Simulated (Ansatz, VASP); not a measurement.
# Te2As in two plane-wave programs, part 3 of 3

One calculation is typed for both programs; each brings its own data sets. How far apart do they land? The cell is generated by rule, not measured, and may not be a known phase. The cell is taken from a series of runs on this material, whose earlier steps may have relaxed, scaled, displaced or heated it; both programs get it as it stands.

VASP 6.6.1 and Ansatz 0.2.0.

So far: Starting point; Ansatz: zone-centre phonons, LDA; VASP: zone-centre phonons, LDA.

## (3) VASP: zone-centre phonons, LDA (continued)

Level of this step: LDA; plane waves and PAW (As, Te); invented cell (VASP).

Numbers of over 12 decimals in the logs are rounded to 6 here.

Parts of OUTCAR (step 3):

```text
ion  position               nearest neighbor table
   1  0.500  0.500  0.500-   5 2.72   6 2.72   6 2.72   5 2.72
   2  0.000  0.000  0.000-   3 2.72   4 2.72   3 2.72   4 2.72
   3  0.000  0.500  0.161-   2 2.72   2 2.72   6 3.44   6 3.44   6 3.44   6 3.44
   4  0.500  0.000  0.839-   2 2.72   2 2.72   5 3.44   5 3.44   5 3.44   5 3.44
   5  0.000  0.500  0.661-   1 2.72   1 2.72   4 3.44   4 3.44   4 3.44   4 3.44
   6  0.500  0.000  0.339-   1 2.72   1 2.72   3 3.44   3 3.44   3 3.44   3 3.44

  LATTYP: Found a simple tetragonal cell.
 ALAT       =     3.7593974851
 C/A-ratio  =     3.2529538679

 Subroutine GETGRP returns: Found 16 space group operations
 (whereof  8 operations were pure point group operations)

The static configuration has the point symmetry D_2d.
 The point group associated with its full space group is D_4h.

 Found     45 irreducible k-points:

   k-points           NKPTS =     45   k-points in BZ     NKDIM =     45   number of bands    NBANDS=     23

   dimension x,y,z NGX =    28 NGY =   28 NGZ =   90
   dimension x,y,z NGXF=    56 NGYF=   56 NGZF=  180

   ENCUT  =  500.0 eV  36.75 Ry    6.06 a.u.   6.85  6.85 22.30*2*pi/ulx,y,z

   NELECT =      34.0000    total number of electrons

 k-points in reciprocal lattice and weights: Automatic mesh
   0.00000000  0.00000000  0.00000000       0.004
   0.12500000  0.00000000  0.00000000       0.016
   0.25000000  0.00000000  0.00000000       0.016
   0.37500000  0.00000000  0.00000000       0.016
   0.50000000  0.00000000  0.00000000       0.008
   0.12500000  0.12500000  0.00000000       0.016
   0.25000000  0.12500000  0.00000000       0.031
   0.37500000  0.12500000  0.00000000       0.031
   0.50000000  0.12500000  0.00000000       0.016
[...]
0.50000000  0.37500000  0.50000000       0.016
   0.50000000  0.50000000  0.50000000       0.004

 average (electrostatic) potential at core
       1 -52.6568       2 -52.6568       3 -89.5631       4 -89.5631       5 -89.5631
       6 -89.5631

 Eigenvectors and eigenvalues of the dynamical matrix
 ----------------------------------------------------

   1 f  =    6.033604 THz    37.910254 2PiTHz  201.259375 cm-1    24.952971 meV
             X         Y         Z           dx          dy          dz
      1.879699  1.879699  6.114573     0.000000   -0.000000   -0.621665
      0.000000  0.000000  0.000000    -0.000000   -0.000000   -0.621665
      0.000000  1.879699  1.963338     0.000000    0.000000    0.238256
      1.879699  0.000000 10.265808    -0.000000   -0.000000    0.238256
      0.000000  1.879699  8.077911    -0.000000    0.000000    0.238256
      1.879699  0.000000  4.151235    -0.000000    0.000000    0.238256

   2 f  =    5.421284 THz    34.062932 2PiTHz  180.834572 cm-1    22.420619 meV
             X         Y         Z           dx          dy          dz
      1.879699  1.879699  6.114573    -0.000000    0.000000    0.663463
      0.000000  0.000000  0.000000    -0.000000    0.000000   -0.663463
      0.000000  1.879699  1.963338    -0.000000   -0.000000    0.172941
      1.879699  0.000000 10.265808     0.000000   -0.000000    0.172941
      0.000000  1.879699  8.077911     0.000000   -0.000000   -0.172941
      1.879699  0.000000  4.151235     0.000000   -0.000000   -0.172941

   3 f  =    4.717787 THz    29.642727 2PiTHz  157.368420 cm-1    19.511189 meV
             X         Y         Z           dx          dy          dz
      1.879699  1.879699  6.114573    -0.570261   -0.151071    0.000000
      0.000000  0.000000  0.000000    -0.570261   -0.151071   -0.000000
      0.000000  1.879699  1.963338     0.066173    0.098281   -0.000000
      1.879699  0.000000 10.265808     0.370991    0.017530    0.000000
      0.000000  1.879699  8.077911     0.370991    0.017530   -0.000000
      1.879699  0.000000  4.151235     0.066173    0.098281    0.000000

   4 f  =    4.717787 THz    29.642727 2PiTHz  157.368420 cm-1    19.511189 meV
             X         Y         Z           dx          dy          dz
      1.879699  1.879699  6.114573     0.151071   -0.570261    0.000000
      0.000000  0.000000  0.000000     0.151071   -0.570261   -0.000000
      0.000000  1.879699  1.963338    -0.017530    0.370991    0.000000
      1.879699  0.000000 10.265808    -0.098281    0.066173    0.000000
      0.000000  1.879699  8.077911    -0.098281    0.066173    0.000000
      1.879699  0.000000  4.151235    -0.017530    0.370991   -0.000000

   5 f  =    4.613179 THz    28.985459 2PiTHz  153.879089 cm-1    19.078567 meV
             X         Y         Z           dx          dy          dz
      1.879699  1.879699  6.114573     0.571431    0.177932    0.000000
      0.000000  0.000000  0.000000    -0.571431   -0.177932    0.000000
      0.000000  1.879699  1.963338     0.072985    0.109624    0.000000
      1.879699  0.000000 10.265808     0.352059    0.022726   -0.000000
      0.000000  1.879699  8.077911    -0.352059   -0.022726    0.000000
      1.879699  0.000000  4.151235    -0.072985   -0.109624    0.000000

   6 f  =    4.613179 THz    28.985459 2PiTHz  153.879089 cm-1    19.078567 meV
             X         Y         Z           dx          dy          dz
      1.879699  1.879699  6.114573     0.177932   -0.571431    0.000000
      0.000000  0.000000  0.000000    -0.177932    0.571431   -0.000000
      0.000000  1.879699  1.963338     0.022726   -0.352059    0.000000
      1.879699  0.000000 10.265808     0.109624   -0.072985   -0.000000
      0.000000  1.879699  8.077911    -0.109624    0.072985    0.000000
      1.879699  0.000000  4.151235    -0.022726    0.352059   -0.000000

   7 f  =    3.707940 THz    23.297677 2PiTHz  123.683581 cm-1    15.334803 meV
             X         Y         Z           dx          dy          dz
      1.879699  1.879699  6.114573     0.000000   -0.000000   -0.000000
      0.000000  0.000000  0.000000    -0.000000    0.000000    0.000000
      0.000000  1.879699  1.963338    -0.000000    0.000000   -0.500000
      1.879699  0.000000 10.265808    -0.000000   -0.000000    0.500000
      0.000000  1.879699  8.077911    -0.000000    0.000000   -0.500000
      1.879699  0.000000  4.151235     0.000000   -0.000000    0.500000

   8 f  =    3.552149 THz    22.318809 2PiTHz  118.486929 cm-1    14.690500 meV
             X         Y         Z           dx          dy          dz
      1.879699  1.879699  6.114573    -0.000000   -0.000000   -0.000000
      0.000000  0.000000  0.000000    -0.000000    0.000000    0.000000
      0.000000  1.879699  1.963338    -0.000000    0.000000    0.500000
      1.879699  0.000000 10.265808     0.000000    0.000000   -0.500000
      0.000000  1.879699  8.077911    -0.000000    0.000000   -0.500000
      1.879699  0.000000  4.151235     0.000000   -0.000000    0.500000

   9 f  =    1.921609 THz    12.073828 2PiTHz   64.097990 cm-1     7.947134 meV
             X         Y         Z           dx          dy          dz
      1.879699  1.879699  6.114573     0.000000    0.000000    0.244576
      0.000000  0.000000  0.000000    -0.000000   -0.000000   -0.244576
      0.000000  1.879699  1.963338     0.000000   -0.000000   -0.469139
      1.879699  0.000000 10.265808    -0.000000    0.000000   -0.469139
      0.000000  1.879699  8.077911     0.000000   -0.000000    0.469139
      1.879699  0.000000  4.151235    -0.000000    0.000000    0.469139

  10 f  =    1.252563 THz     7.870084 2PiTHz   41.780995 cm-1     5.180181 meV
             X         Y         Z           dx          dy          dz
      1.879699  1.879699  6.114573    -0.107049   -0.361020    0.000000
      0.000000  0.000000  0.000000     0.107049    0.361020    0.000000
      0.000000  1.879699  1.963338     0.032744    0.563082    0.000000
      1.879699  0.000000 10.265808     0.166965    0.110428   -0.000000
      0.000000  1.879699  8.077911    -0.166965   -0.110428    0.000000
      1.879699  0.000000  4.151235    -0.032744   -0.563082    0.000000

  11 f  =    1.252563 THz     7.870084 2PiTHz   41.780995 cm-1     5.180181 meV
             X         Y         Z           dx          dy          dz
      1.879699  1.879699  6.114573     0.361020   -0.107049    0.000000
      0.000000  0.000000  0.000000    -0.361020    0.107049   -0.000000
      0.000000  1.879699  1.963338    -0.110428    0.166965   -0.000000
      1.879699  0.000000 10.265808    -0.563082    0.032744   -0.000000
      0.000000  1.879699  8.077911     0.563082   -0.032744    0.000000
      1.879699  0.000000  4.151235     0.110428   -0.166965    0.000000

  12 f  =    0.839541 THz     5.274995 2PiTHz   28.004088 cm-1     3.472063 meV
             X         Y         Z           dx          dy          dz
      1.879699  1.879699  6.114573    -0.003383    0.000558    0.000000
      0.000000  0.000000  0.000000     0.003383   -0.000558    0.000000
      0.000000  1.879699  1.963338     0.684210    0.022500    0.000000
      1.879699  0.000000 10.265808    -0.136352   -0.112903    0.000000
      0.000000  1.879699  8.077911     0.136352    0.112903    0.000000
      1.879699  0.000000  4.151235    -0.684210   -0.022500    0.000000

  13 f  =    0.839541 THz     5.274995 2PiTHz   28.004088 cm-1     3.472063 meV
             X         Y         Z           dx          dy          dz
      1.879699  1.879699  6.114573    -0.000558   -0.003383   -0.000000
      0.000000  0.000000  0.000000     0.000558    0.003383    0.000000
      0.000000  1.879699  1.963338     0.112903   -0.136352    0.000000
      1.879699  0.000000 10.265808    -0.022500    0.684210    0.000000
      0.000000  1.879699  8.077911     0.022500   -0.684210   -0.000000
      1.879699  0.000000  4.151235    -0.112903    0.136352   -0.000000
    [... 43 further lines ...]
      0.000000  1.879699  8.077911    -0.359808   -0.236169    0.000000
      1.879699  0.000000  4.151235     0.497469    0.170816    0.000000

 ELASTIC MODULI CONTR FROM IONIC RELAXATION (kBar)
 Direction    XX          YY          ZZ          XY          YZ          ZX
 --------------------------------------------------------------------------------
 XX        -145.9931     77.5046   -125.8533      0.0000      0.0000     -0.0000
 YY          77.5046   -145.9931   -125.8533      0.0000     -0.0000      0.0000
 ZZ        -125.8533   -125.8533   -462.5316      0.0000     -0.0000      0.0000
 XY           0.0000      0.0000      0.0000      0.0000      0.0000      0.0000
 YZ           0.0000     -0.0000     -0.0000      0.0000   -240.1380     -0.0000
 ZX          -0.0000      0.0000      0.0000      0.0000     -0.0000   -442.6661
 --------------------------------------------------------------------------------
```

## (4) Differences

Known differences besides the potentials themselves: the data sets hold 94 valence electrons in Ansatz (on its default PAW (the set named soft_2) files) and 34 in VASP; the cutoff is 420 eV in Ansatz and 500 eV in VASP; VASP's log shows a relativistic correction to its local exchange, Ansatz's none. Total energies have different zeros and are not compared.

Both answers:

| quantity | Ansatz | VASP | difference |
| --- | --- | --- | --- |
| optical mode 1 to 2 (imaginary, printed as negative) (cm⁻¹) | -20.8 | -21.7 | +0.8 |
| optical mode 3 to 4 (cm⁻¹) | 21.0 | 28.0 | -7.0 |
| optical mode 5 to 6 (cm⁻¹) | 41.3 | 41.8 | -0.5 |
| optical mode 7 (cm⁻¹) | 63.6 | 64.1 | -0.75 % |
| optical mode 8 (cm⁻¹) | 116.5 | 118.5 | -1.64 % |
| optical mode 9 (cm⁻¹) | 122.5 | 123.7 | -0.98 % |
| optical mode 10 to 11 (cm⁻¹) | 151.1 | 153.9 | -1.79 % |
| optical mode 12 to 13 (cm⁻¹) | 156.2 | 157.4 | -0.76 % |
| optical mode 14 (cm⁻¹) | 177.0 | 180.8 | -2.10 % |
| optical mode 15 (cm⁻¹) | 197.1 | 201.3 | -2.05 % |

Modes are paired by rising frequency, not by their patterns, so a pair may set unlike modes beside each other; they are those without the splitting of longitudinal modes.

## (5) Other set-ups

Further runs change the set-up of one program: Ansatz's method, potentials or start, or VASP's data sets, cutoff or form of LDA. The table gives Ansatz less VASP for each quantity, since a change that brings one quantity closer may part another.

| run | optical mode 1 to 2 (imaginary, printed as negative) (cm⁻¹) | optical mode 3 to 4 (cm⁻¹) | optical mode 5 to 6 (cm⁻¹) | optical mode 7 (%) | optical mode 8 (%) | optical mode 9 (%) |
| --- | --- | --- | --- | --- | --- | --- |
| as above | 0.83 | -7.0 | -0.48 | -0.75 | -1.6 | -0.98 |
| VASP with the data sets As and Te_sv_GW and a cutoff of 600 eV | 4.3 | -6.8 | 3.5 | -16 | -5.9 | -6.2 |

## (6) Outcome

| Item | Value |
| --- | --- |
| r.m.s. difference of the optical zone-centre modes, each program's sorted by frequency (zone-centre phonons, LDA) | 3.2 cm⁻¹ |
| difference in optical mode 14 (zone-centre phonons, LDA) | -2.1 % |

What this shows: The r.m.s. difference of the optical zone-centre modes, each program's sorted by frequency is 3.2 cm⁻¹ (zone-centre phonons, LDA). The data sets hold unlike numbers of valence electrons (94 in Ansatz and 34 in VASP), so part of the differences may come from the potentials. Among the rows given in per cent, the largest difference of the zone-centre phonons, LDA pair is in optical mode 14, -2.1 %. Zone-centre phonons, LDA, VASP with the data sets As and Te_sv_GW and a cutoff of 600 eV: the difference in optical mode 1 to 2 (imaginary, printed as negative) goes from 0.83 to 4.3 cm⁻¹; the difference in optical mode 5 to 6 goes from -0.48 to 3.5 cm⁻¹; the difference in optical mode 7 goes from -0.75 to -16 %; the difference in optical mode 8 goes from -1.6 to -5.9 %; the difference in optical mode 9 goes from -0.98 to -6.2 %. Such differences can come from data sets, numerical settings and the points named under the comparisons, not from the functional's error against experiment.

[Lines on the potential files, build, host, timing and source positions are cut from VASP's logs without a mark.]

[Logs are printed without paths, hosts, clocks, repeated set-up lines and the standing remarks that a program may print on its own settings, such as how far it seeks lower states.]

[Hosts, paths, dates, database ids (printed as entryN), source tags and the programs' standing remarks are cut or masked in the printed files.]
